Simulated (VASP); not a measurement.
```xyz
2
Lattice="0.0000 2.7521 2.7521 2.7521 0.0000 2.7521 2.7521 2.7521 0.0000" Properties=species:S:1:pos:R:3 pbc="T T T"
Mg     0.0000     0.0000     0.0000
Se     2.7521     2.7521     2.7521
```

These are HSEsol screened hybrid, VASP's PBE PAW potentials (set 64) (plane waves; VASP) values and carry that method's errors. Run with 520 eV cut-off, 6×6×6 Γ-centred mesh, Gaussian smearing of 0.050 eV, potentials Mg Se.

Question: Estimate the energy per atom (σ→0), pressure, band gap (over the mesh, the named points and PBE's band edges) with the smallest direct gap where there is one.

Answer: 
The band gap (over the mesh, the named points and PBE's band edges) comes out as 2.58 eV and the smallest direct gap (over the mesh, the named points and PBE's band edges) comes out as 3.31 eV. The energy per atom (σ→0) is -4.597 eV/atom. The pressure is -28.4 kbar.

Only differences to runs with the same potentials and settings are physical.

The compound is MgSe in the rock salt structure. It was relaxed first.
